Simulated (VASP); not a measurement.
## CsSnI3: the band gap, functional by functional

How does the band gap of CsSnI3 depend on the functional? The starting structure is a computed structure from the Materials Project. Cell and atoms stay as given. Meshes and data sets differ where the inputs say so.

Method: Kohn-Sham DFT with plane waves and PAW; LDA, PBE, r2SCAN, TB-mBJ, LDA + spin-orbit coupling, r2SCAN + spin-orbit coupling, TB-mBJ + spin-orbit coupling and HSE06, in VASP 6.6.1.

## Step 1: The structure

Symmetry: Pm-3m, No. 221, cubic system. Conventional cell: a = 6.286 Å, b = 6.286 Å, c = 6.286 Å, α = 90.00°, β = 90.00°, γ = 90.00°. Nearest to Cs lie 12 I at 4.45 Å. Nearest to I lie 2 Sn at 3.14 Å and 4 Cs at 4.45 Å. Nearest to Sn lie 6 I at 3.14 Å. Farther neighbours and most contacts between anions are not listed.

Structure file:

```
Cs I Sn
1.0
     6.28623    0.00000    0.00000
     0.00000    6.28623    0.00000
     0.00000    0.00000    6.28623
Cs I Sn
1 3 1
Direct
  0.50000 0.50000 0.50000
  0.00000 0.50000 0.00000
  0.00000 0.00000 0.50000
  0.50000 0.00000 0.00000
  0.00000 0.00000 0.00000
```

## Step 2: Bands with LDA

LDA, the lowest rung, knows the local density alone.

INCAR reads:

```
SYSTEM = CsSnI3
PREC = Accurate
ENCUT = 350
EDIFF = 1E-06
NELM = 100
ISMEAR = 0
SIGMA = 0.03
LREAL = .FALSE.
ALGO = Normal
GGA = CA
NBANDS = 37
LORBIT = 11
LWAVE = .FALSE.
LCHARG = .FALSE.
KPAR = 8
LASPH = .TRUE.
```

POSCAR reads:

```
CsSnI3
1.0
    6.2862280000      0.0000000000      0.0000000000
    0.0000000000      6.2862280000      0.0000000000
    0.0000000000      0.0000000000      6.2862280000
Cs I Sn
1 3 1
Direct
    0.5000000000      0.5000000000      0.5000000000
    0.0000000000      0.5000000000      0.0000000000
    0.0000000000      0.0000000000      0.5000000000
    0.5000000000      0.0000000000      0.0000000000
    0.0000000000      0.0000000000      0.0000000000
```

KPOINTS reads:

```
Automatic mesh
0
Gamma
4 4 4
0 0 0
```

KPOINTS_OPT reads:

```
Line mode
8
Line-mode
Reciprocal
  0.00000000   0.00000000   0.00000000 GAMMA
  0.00000000   0.50000000   0.00000000 X

  0.00000000   0.50000000   0.00000000 X
  0.50000000   0.50000000   0.00000000 M

  0.50000000   0.50000000   0.00000000 M
  0.00000000   0.00000000   0.00000000 GAMMA

  0.00000000   0.00000000   0.00000000 GAMMA
  0.50000000   0.50000000   0.50000000 R

  0.50000000   0.50000000   0.50000000 R
  0.00000000   0.50000000   0.00000000 X

  0.50000000   0.50000000   0.00000000 M
  0.50000000   0.50000000   0.50000000 R
```

Potentials, in the order of the species: Cs_sv, I and Sn_d (LDA family, release 64).

Started as:

```sh
mpirun -np 8 vasp_std
```

What it wrote:

```text
[banner, memory and clock lines left out]
running    8 mpi-ranks, on    1 nodes
 distrk:  each k-point on    1 cores,    8 groups
 distr:  one band on    1 cores,    1 groups

 POSCAR found type information on POSCAR CsI Sn
 POSCAR found :  3 types and       5 ions
|                                                                             |
|           W    W    AA    RRRRR   N    N  II  N    N   GGGG   !!!           |
|           W    W   A  A   R    R  NN   N  II  NN   N  G    G  !!!           |
|           W    W  A    A  R    R  N N  N  II  N N  N  G       !!!           |
|           W WW W  AAAAAA  RRRRR   N  N N  II  N  N N  G  GGG   !            |
|           WW  WW  A    A  R   R   N   NN  II  N   NN  G    G                |
|           W    W  A    A  R    R  N    N  II  N    N   GGGG   !!!           |
|                                                                             |
|     For optimal performance we recommend to set                             |
|       NCORE = 2 up to number-of-cores-per-socket                            |
|     NCORE specifies how many cores store one orbital (NPAR=cpu/NCORE).      |
|     This setting can greatly improve the performance of VASP for DFT.       |
|     The default, NCORE=1 might be grossly inefficient on modern             |
|     multi-core architectures or massively parallel machines. Do your        |
|     Unfortunately you need to use the default for GW and RPA                |
|     calculations (for HF NCORE is supported but not extensively tested      |
|     yet).                                                                   |
|                                                                             |

 LDA part: xc-table for (Slater(with rela. corr.)+CA(PZ))
 , standard interpolation
 POSCAR, INCAR and KPOINTS ok, starting setup
 FFT: planning ... GRIDC
 FFT: planning ... GRID_SOFT
 FFT: planning ... GRID
 WAVECAR not read
 entering main loop
       N       E                     dE             d eps       ncg     rms          rms(c)
DAV:   1     0.283852616243E+03    0.28385E+03   -0.13994E+04   748   0.783E+02
DAV:   2     0.216354654971E+02   -0.26222E+03   -0.24756E+03   849   0.201E+02
DAV:   3    -0.146980002139E+02   -0.36333E+02   -0.35971E+02   911   0.888E+01
DAV:   4    -0.161309379295E+02   -0.14329E+01   -0.14304E+01   912   0.212E+01
DAV:   5    -0.161823518143E+02   -0.51414E-01   -0.51408E-01   997   0.373E+00    0.387E+00
DAV:   6    -0.158901514297E+02    0.29220E+00   -0.30200E-01   927   0.274E+00    0.247E+00
DAV:   7    -0.158474761031E+02    0.42675E-01   -0.22400E-01   972   0.163E+00    0.957E-01
DAV:   8    -0.158456655895E+02    0.18105E-02   -0.40504E-02   918   0.106E+00    0.258E-01
DAV:   9    -0.158448373071E+02    0.82828E-03   -0.44453E-03   978   0.417E-01    0.102E-01
DAV:  10    -0.158446699149E+02    0.16739E-03   -0.56639E-04   932   0.119E-01    0.407E-02
DAV:  11    -0.158446585447E+02    0.11370E-04   -0.17675E-04   967   0.580E-02    0.345E-02
DAV:  12    -0.158446568792E+02    0.16655E-05   -0.16328E-05   871   0.175E-02    0.198E-02
DAV:  13    -0.158446554057E+02    0.14735E-05   -0.26422E-06   877   0.103E-02    0.774E-03
DAV:  14    -0.158446551759E+02    0.22974E-06   -0.14190E-06   652   0.606E-03
   1 F= -.15844655E+02 E0= -.15844655E+02  d E =-.343685E-12
 Start KPOINTS_OPT (optional k-point list driver)
k-point batch [1-10\48]
       N       E                     dE             ncg
DAV:   1    -0.537697565251E+03   -0.38034E+04      756
DAV:   2    -0.319529894974E+04   -0.26576E+04      883
DAV:   3    -0.355263507304E+04   -0.35734E+03      921
DAV:   4    -0.356624362893E+04   -0.13609E+02      891
DAV:   5    -0.356672334330E+04   -0.47971E+00      986
DAV:   6    -0.356673626120E+04   -0.12918E-01      992
DAV:   7    -0.356673660229E+04   -0.34109E-03     1034
DAV:   8    -0.356673660492E+04   -0.26317E-05      904
DAV:   9    -0.356673660500E+04   -0.72602E-07      588
[...]
k-point batch [41-48\48]
       N       E                     dE             ncg
DAV:   1     0.838957710615E+03   -0.70812E+04      608
DAV:   2    -0.119925185699E+04   -0.20382E+04      677
DAV:   3    -0.147752469661E+04   -0.27827E+03      758
DAV:   4    -0.148835570480E+04   -0.10831E+02      704
DAV:   5    -0.148873836640E+04   -0.38266E+00      821
DAV:   6    -0.148874387920E+04   -0.55128E-02      750
DAV:   7    -0.148874414034E+04   -0.26114E-03      845
DAV:   8    -0.148874414562E+04   -0.52748E-05      678
DAV:   9    -0.148874414579E+04   -0.17096E-06      440
```

Wall time 22 s (8 MPI ranks of Intel Xeon 6975P-C (Granite Rapids), shared host); peak memory 2.1 GiB.

The logs omit lines about the potential files and the build; timing stands in the text.

Parts of OUTCAR (step 2):

```text
ion  position               nearest neighbor table
   1  0.500  0.500  0.500-
   2  0.000  0.500  0.000-   5 3.14   5 3.14
   3  0.000  0.000  0.500-   5 3.14   5 3.14
   4  0.500  0.000  0.000-   5 3.14   5 3.14
   5  0.000  0.000  0.000-   2 3.14   3 3.14   4 3.14   3 3.14   2 3.14   4 3.14

  LATTYP: Found a simple cubic cell.
 ALAT       =     6.2862280000

 Subroutine GETGRP returns: Found 48 space group operations
 (whereof 48 operations were pure point group operations)

The static configuration has the point symmetry O_h .

 Found     10 irreducible k-points:

   k-points           NKPTS =     10   k-points in BZ     NKDIM =     10   number of bands    NBANDS=     37

   dimension x,y,z NGX =    40 NGY =   40 NGZ =   40
   dimension x,y,z NGXF=    80 NGYF=   80 NGZF=   80

   ENCUT  =  350.0 eV  25.72 Ry    5.07 a.u.   9.59  9.59  9.59*2*pi/ulx,y,z

   NELECT =      44.0000    total number of electrons

 k-points in reciprocal lattice and weights: Automatic mesh
   0.00000000  0.00000000  0.00000000       0.016
   0.25000000  0.00000000  0.00000000       0.094
   0.50000000  0.00000000  0.00000000       0.047
   0.25000000  0.25000000  0.00000000       0.188
   0.50000000  0.25000000  0.00000000       0.188
   0.50000000  0.50000000  0.00000000       0.047
   0.25000000  0.25000000  0.25000000       0.125
   0.50000000  0.25000000  0.25000000       0.188
   0.50000000  0.50000000  0.25000000       0.094
   0.50000000  0.50000000  0.50000000       0.016

 average (electrostatic) potential at core
       1 -48.4273       2 -94.2185       3 -94.2185       4 -94.2185       5-105.0959

 E-fermi :   2.2837

 k-point     1 :       0.0000    0.0000    0.0000
  band No.  band energies     occupation
    ...
     18       0.1399      2.00000
     19       0.1399      2.00000
     20       0.2771      2.00000
     21       0.2771      2.00000
     22       0.2771      2.00000
     23       4.2609      0.00000
     24       5.3498      0.00000
     25       5.3498      0.00000
     26       5.7547      0.00000
     27       5.7547      0.00000
    ...

 k-point     2 :       0.2500    0.0000    0.0000
  band No.  band energies     occupation
    ...
     18       0.0336      2.00000
     19       0.0567      2.00000
     20       0.2088      2.00000
     21       0.2088      2.00000
     22       0.2482      2.00000
     23       4.8443      0.00000
     24       5.0190      0.00000
     25       5.6756      0.00000
     26       5.8260      0.00000
     27       5.9575      0.00000
    ...

 k-point     3 :       0.5000    0.0000    0.0000
  band No.  band energies     occupation
    ...
     18      -0.0971      2.00000
     19      -0.0211      2.00000
     20       0.1667      2.00000
     21       0.1667      2.00000
     22       0.7470      2.00000
     23       3.3198      0.00000
     24       5.7984      0.00000
     25       6.0346      0.00000
     26       6.4064      0.00000
     27       6.4064      0.00000
    ...

  Total       -2.8490014     -2.8490014     -2.8490014      0.0000000     -0.0000000      0.0000000
  in kB      -18.3752331    -18.3752331    -18.3752331      0.0000000     -0.0000000      0.0000000
  external PRESSURE =     -18.3752331 kB  Pullay stress =       0.0000000 kB

  energy-cutoff  :      350.00
  volume of cell :      248.41
      direct lattice vectors                 reciprocal lattice vectors
     6.286228000  0.000000000  0.000000000     0.159077908  0.000000000  0.000000000
     0.000000000  6.286228000  0.000000000     0.000000000  0.159077908  0.000000000
     0.000000000  0.000000000  6.286228000     0.000000000  0.000000000  0.159077908

 POSITION                                       TOTAL-FORCE (eV/Angst)
 -----------------------------------------------------------------------------------
      3.14311      3.14311      3.14311         0.000000      0.000000      0.000000
      0.00000      3.14311      0.00000         0.000000      0.000000      0.000000
      0.00000      0.00000      3.14311         0.000000      0.000000      0.000000
      3.14311      0.00000      0.00000         0.000000      0.000000      0.000000
      0.00000      0.00000      0.00000         0.000000      0.000000      0.000000
 -----------------------------------------------------------------------------------
    total drift:                                0.000000      0.000000     -0.000000

  FREE ENERGIE OF THE ION-ELECTRON SYSTEM (eV)
  ---------------------------------------------------
  free  energy   TOTEN  =       -15.8446551759 eV

  energy  without entropy=      -15.8446551759  energy(sigma->0) =      -15.84465518

 total charge
# of ion       s       p       d       tot
------------------------------------------
    1        1.835   4.686   0.012   6.533
    2        1.513   2.775   0.009   4.297
    3        1.513   2.775   0.009   4.297
    4        1.513   2.775   0.009   4.297
    5        1.424   0.612   9.982  12.018
--------------------------------------------------
tot          7.798  13.623  10.021  31.442

[... 3 further parts left out ...]
```

Spin-orbit coupling is off here; with elements this heavy it can split and shift levels by tenths of an eV.

LDA gives a direct gap of 0.421 eV.

## Step 3: Bands with PBE

PBE, the usual starting point, adds the gradient of the density.

INCAR: that of step 2 with these lines changed.

```diff
@@ -9,3 +9,3 @@
 ALGO = Normal
-GGA = CA
+GGA = PE
 NBANDS = 37
```

POSCAR is that of step 2.

KPOINTS is that of step 2.

KPOINTS_OPT is that of step 2.

Potentials, in the order of the species: Cs_sv, I and Sn_d (PBE family, release 64).

Started as:

```sh
mpirun -np 8 vasp_std
```

What it wrote:

```text
[banner, memory and clock lines left out]
running    8 mpi-ranks, on    1 nodes
[...]
[... a notice as in an earlier step ...]

 LDA part: xc-table for (Slater+PW92), standard interpolation
 POSCAR, INCAR and KPOINTS ok, starting setup
[...]
entering main loop
       N       E                     dE             d eps       ncg     rms          rms(c)
DAV:   1     0.287452435632E+03    0.28745E+03   -0.14034E+04   748   0.783E+02
DAV:   2     0.230622879781E+02   -0.26439E+03   -0.24998E+03   857   0.201E+02
DAV:   3    -0.128874771543E+02   -0.35950E+02   -0.35628E+02   911   0.882E+01
DAV:   4    -0.142400240062E+02   -0.13525E+01   -0.13503E+01   904   0.207E+01
[...]
DAV:  12    -0.139719277807E+02   -0.13555E-05   -0.27504E-05   876   0.215E-02    0.268E-02
DAV:  13    -0.139719241734E+02    0.36073E-05   -0.51823E-06   885   0.144E-02    0.743E-03
DAV:  14    -0.139719234927E+02    0.68064E-06   -0.29291E-06   776   0.750E-03
   1 F= -.13971923E+02 E0= -.13971923E+02  d E =-.336361E-12
 Start KPOINTS_OPT (optional k-point list driver)
k-point batch [1-10\48]
       N       E                     dE             ncg
DAV:   1    -0.435617004926E+03   -0.37013E+04      756
DAV:   2    -0.311449462292E+04   -0.26789E+04      883
DAV:   3    -0.347293602918E+04   -0.35844E+03      916
DAV:   4    -0.348616994039E+04   -0.13234E+02      888
DAV:   5    -0.348664105976E+04   -0.47112E+00      994
DAV:   6    -0.348665253239E+04   -0.11473E-01      984
DAV:   7    -0.348665283275E+04   -0.30036E-03     1039
DAV:   8    -0.348665283510E+04   -0.23469E-05      864
DAV:   9    -0.348665283520E+04   -0.99785E-07      577
[...]
k-point batch [41-48\48]
       N       E                     dE             ncg
DAV:   1     0.917540580167E+03   -0.70026E+04      608
DAV:   2    -0.113762699060E+04   -0.20552E+04      685
DAV:   3    -0.141420641717E+04   -0.27658E+03      771
DAV:   4    -0.142461434647E+04   -0.10408E+02      688
DAV:   5    -0.142499064760E+04   -0.37630E+00      847
DAV:   6    -0.142499524826E+04   -0.46007E-02      739
DAV:   7    -0.142499547849E+04   -0.23022E-03      874
DAV:   8    -0.142499548195E+04   -0.34573E-05      659
DAV:   9    -0.142499548201E+04   -0.60772E-07      458
```

Wall time 23 s (8 MPI ranks); peak memory 2.5 GiB.

Parts of OUTCAR (step 3):

```text
  Total        0.1071880      0.1071880      0.1071880      0.0000000      0.0000000      0.0000000
  in kB        0.6913313      0.6913313      0.6913313      0.0000000      0.0000000      0.0000000
  external PRESSURE =       0.6913313 kB  Pullay stress =       0.0000000 kB

  FREE ENERGIE OF THE ION-ELECTRON SYSTEM (eV)
  ---------------------------------------------------
  free  energy   TOTEN  =       -13.9719234927 eV

  energy  without entropy=      -13.9719234927  energy(sigma->0) =      -13.97192349

[... 3 parts as in an earlier step ...]

[... 1 further part left out ...]
[key lines of the parts left out:]
E-fermi :   2.5626
```

PBE gives a direct gap of 0.468 eV. The least gap is +0.047 eV from that of LDA.

## Step 4: Bands with r2SCAN

r2SCAN adds the kinetic-energy density, costs more than a GGA and is run with LASPH.

INCAR: that of step 3 with these lines changed.

```diff
@@ -9,3 +9,4 @@
 ALGO = Normal
-GGA = PE
+METAGGA = R2SCAN
+LASPH = .TRUE.
 NBANDS = 37
@@ -15,2 +16 @@
 KPAR = 8
-LASPH = .TRUE.
```

POSCAR is that of step 3.

KPOINTS is that of step 3.

KPOINTS_OPT is that of step 3.

Started as:

```sh
mpirun -np 8 vasp_std
```

What it wrote:

```text
[banner, memory and clock lines left out]
running    8 mpi-ranks, on    1 nodes
[...]
[... a notice as in an earlier step ...]

|                                                                             |
|               ----> ADVICE to this user running VASP <----                  |
|                                                                             |
|     You enforced a specific xc type in the INCAR file but a different       |
|     [... a line on the potential file left out ...]
|     I HOPE YOU KNOW WHAT YOU ARE DOING!                                     |
|                                                                             |

 LDA part: xc-table for (None), standard interpolation
 POSCAR, INCAR and KPOINTS ok, starting setup
[...]
entering main loop
       N       E                     dE             d eps       ncg     rms          rms(c)
DAV:   1     0.169537609602E+03    0.16954E+03   -0.14278E+04   748   0.799E+02
DAV:   2    -0.980915279378E+02   -0.26763E+03   -0.25256E+03   849   0.205E+02
[...]
1 F= -.12861382E+03 E0= -.12861382E+03  d E =-.585540E-11
 Start KPOINTS_OPT (optional k-point list driver)
k-point batch [1-10\48]
       N       E                     dE             ncg
DAV:   1    -0.555164497674E+03   -0.38208E+04      756
DAV:   2    -0.334294802993E+04   -0.27878E+04      883
DAV:   3    -0.371102492331E+04   -0.36808E+03      911
DAV:   4    -0.372415017676E+04   -0.13125E+02      896
DAV:   5    -0.372462468369E+04   -0.47451E+00     1023
DAV:   6    -0.372463619286E+04   -0.11509E-01      976
DAV:   7    -0.372463646137E+04   -0.26851E-03     1060
DAV:   8    -0.372463646398E+04   -0.26115E-05      864
DAV:   9    -0.372463646407E+04   -0.84357E-07      606
[...]
k-point batch [41-48\48]
       N       E                     dE             ncg
DAV:   1     0.821094985450E+03   -0.70991E+04      608
DAV:   2    -0.131983005971E+04   -0.21409E+04      680
DAV:   3    -0.160314830778E+04   -0.28332E+03      758
DAV:   4    -0.161341848268E+04   -0.10270E+02      696
DAV:   5    -0.161379763153E+04   -0.37915E+00      855
DAV:   6    -0.161380202186E+04   -0.43903E-02      726
DAV:   7    -0.161380223961E+04   -0.21775E-03      887
DAV:   8    -0.161380224117E+04   -0.15607E-05      657
DAV:   9    -0.161380224123E+04   -0.54369E-07      466
```

The job ended after 58 s (8 MPI ranks; peak memory 2.6 GiB).

From OUTCAR (step 4):

```text
  Total       -0.6629594     -0.6629594     -0.6629594      0.0000000     -0.0000000      0.0000000
  in kB       -4.2758958     -4.2758958     -4.2758958      0.0000000     -0.0000000      0.0000000
  external PRESSURE =      -4.2758958 kB  Pullay stress =       0.0000000 kB

  FREE ENERGIE OF THE ION-ELECTRON SYSTEM (eV)
  ---------------------------------------------------
  free  energy   TOTEN  =      -128.6138159034 eV

  energy  without entropy=     -128.6138159034  energy(sigma->0) =     -128.61381590

[... 3 parts as in an earlier step ...]

[... 1 further part left out ...]
[key lines of the parts left out:]
E-fermi :   2.4720
```

r2SCAN gives a direct gap of 0.600 eV. The least gap is +0.179 eV from that of LDA.

(Continued in part 2 of 3.)

[Lines on the potential files, build, host, timing and source positions are cut from VASP's logs without a mark.]

[Logs are printed without paths, hosts, clocks, repeated set-up lines and the standing remarks that a program may print on its own settings, such as how far it seeks lower states.]

[Hosts, paths, dates, database ids (printed as entryN), source tags and the programs' standing remarks are cut or masked in the printed files.]
